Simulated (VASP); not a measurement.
Here is a VASP 6.6.1 calculation.

The input INCAR:

```
ALGO = Normal
EDIFF = 1E-7
ENCUT = 520
GGA = CA
ISIF = 2
ISMEAR = -1
LASPH = True
LCHARG = False
LREAL = False
LWAVE = False
NBANDS = 18
NELM = 100
PREC = Accurate
SIGMA = 0.15
```

Contents of KPOINTS:

```
k-points
0
Gamma
  8 8 5
```

File POSCAR:

```
HfSc
1.0
    3.2887218000      0.0000000000      0.0000000000
   -1.6443609000      2.8481174050      0.0000000000
    0.0000000000      0.0000000000      4.9543827805
Hf Sc
1 1
Direct
    0.6666666667      0.3333333333      0.5000000000
    0.3333333333      0.6666666667      0.0000000000
```

Potentials or basis: VASP PAW LDA potentials, release 64 (Hf_pv, Sc_sv).

The run is started by

```sh
$ cat potpaw_LDA.64/Hf_pv/POTCAR potpaw_LDA.64/Sc_sv/POTCAR > POTCAR
$ mpirun -np 1 vasp_std > vasp.out
```

(1) What does it give for the pressure?

(2) What does it give for the band gap on the k mesh?

## Answers

(1) -6.3 GPa.

(2) none (metal or under the smearing width).
